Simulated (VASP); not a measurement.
Consider the following.

```xyz
6
Lattice="4.8013 0.0000 0.0000 0.0000 4.8013 0.0000 0.0000 0.0000 3.1872" Properties=species:S:1:pos:R:3 pbc="T T T"
Zn     0.0000     0.0000     0.0000
Zn     2.4006     2.4006     1.5936
F      1.4604     1.4604     0.0000
F      3.8610     0.9403     1.5936
F      0.9403     3.8610     1.5936
F      3.3409     3.3409     0.0000
```

Computed with PBE GGA, VASP's PBE PAW potentials (set 64) (plane waves; VASP 6.6.1). Settings: 520 eV cut-off, 5×5×8 Γ-centred mesh, tetrahedra with Blöchl corrections, potentials Zn F.

Task: Tabulate the total density of states (states/eV per cell) against energy (eV; zero at the valence-band maximum or, without a gap, the Fermi level).

Result: 
```
E (eV) | DOS (states/eV)
    -9.93 |  0.00
    -9.69 |  0.00
    -9.33 |  0.00
    -9.09 |  0.00
    -8.85 |  0.00
    -8.49 |  0.00
    -8.25 |  0.00
    -7.89 |  0.00
    -7.65 |  0.00
    -7.41 |  0.00
    -7.05 |  0.00
    -6.81 |  0.00
    -6.57 |  0.00
    -6.21 |  0.00
    -5.97 |  0.00
    -5.61 |  0.09
    -5.37 | # 0.90
    -5.13 | ##### 3.19
    -4.77 | ########### 7.46
    -4.53 | ###### 4.17
    -4.29 | ############################## 19.8
    -3.93 | ########### 6.99
    -3.69 | ######### 5.65
    -3.33 | ################## 12.1
    -3.09 | ############################ 18.7
    -2.85 | ################ 10.4
    -2.49 | ############# 8.59
    -2.25 | ######## 5.02
    -2.01 | ####### 4.68
    -1.65 | ############## 9.24
    -1.41 | ########## 6.72
    -1.05 | ###################### 14.3
    -0.81 | ##### 3.26
    -0.57 | ####### 4.39
    -0.21 | ########## 6.60
     0.03 |  0.27
     0.27 |  0.00
     0.63 |  0.00
     0.87 |  0.00
     1.23 |  0.00
     1.47 |  0.00
     1.71 |  0.00
     2.07 |  0.00
     2.31 |  0.00
     2.55 |  0.00
     2.91 |  0.00
     3.15 |  0.00
     3.51 |  0.00
     3.75 |  0.03
     3.99 |  0.09
     4.35 |  0.19
     4.59 |  0.21
     4.83 |  0.26
     5.19 | # 0.35
     5.43 | # 0.53
     5.79 | # 0.59
     6.03 | # 0.60
     6.27 | # 0.63
     6.63 | # 0.55
     6.87 | ## 1.19
```
Within 2 eV below the valence-band maximum the largest weight inside VASP's projection spheres is F p, then Zn d.

The compound is ZnF2 in the rutile structure. It was relaxed first, which changed the volume by +6 %.
